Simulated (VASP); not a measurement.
Level of theory: PBE GGA, VASP's PBE PAW potentials (set 64) (plane waves; VASP).

VASP ran on this input.

POSCAR:
```
CaB6
1
    4.1045914478     0.0000000000     0.0000000000
    0.0000000000     4.1045914478     0.0000000000
    0.0000000000     0.0000000000     4.1045914478
Ca B
1 6
Direct
  0.0000000000   0.0000000000   0.0000000000
  0.7989458579   0.5000000000   0.5000000000
  0.5000000000   0.2010541421   0.5000000000
  0.5000000000   0.7989458579   0.5000000000
  0.2010541421   0.5000000000   0.5000000000
  0.5000000000   0.5000000000   0.7989458579
  0.5000000000   0.5000000000   0.2010541421
```

File KPOINTS:
```
Automatic mesh
0
Gamma
6 6 6
0 0 0
```

### INCAR
```
SYSTEM  =  CaB6
ISIF  =  3   # ions, shape and volume
LCHARG  =  F
NSW  =  40   # most ionic steps
EDIFF  =  1E-6
LASPH  =  T   # aspherical one-centre terms
IBRION  =  2   # conjugate gradients
SIGMA  =  0.05   # width (eV)
ALGO  =  Normal
GGA  =  PE
LWAVE  =  F
PREC  =  Accurate
NELM  =  100   # most electronic steps
ENCUT  =  620   # plane-wave cut-off (eV)
EDIFFG  =  -0.02   # ionic stop
ISMEAR  =  0   # Gaussian
PSTRESS  =  100
LREAL  =  F
```

POTCAR, in this order: Ca_sv B (PBE.64 set). Program: vasp_std.

**Question.** What will the output report for the number of irreducible k-points (NKPTS), largest plane-wave count, number of space-group operations, FFT grid (NGX, NGY, NGZ)?

**Answer.** 
The number of irreducible k-points (NKPTS) comes out as 20 and the largest plane-wave count is 2469. The number of space-group operations is 48 and the FFT grid (NGX, NGY, NGZ) is 36 × 36 × 36.

The compound is CaB6 in the cab6 structure. This run relaxes it under an external pressure of 10 GPa. Symmetry was kept, so distortions that lower it aren't found.
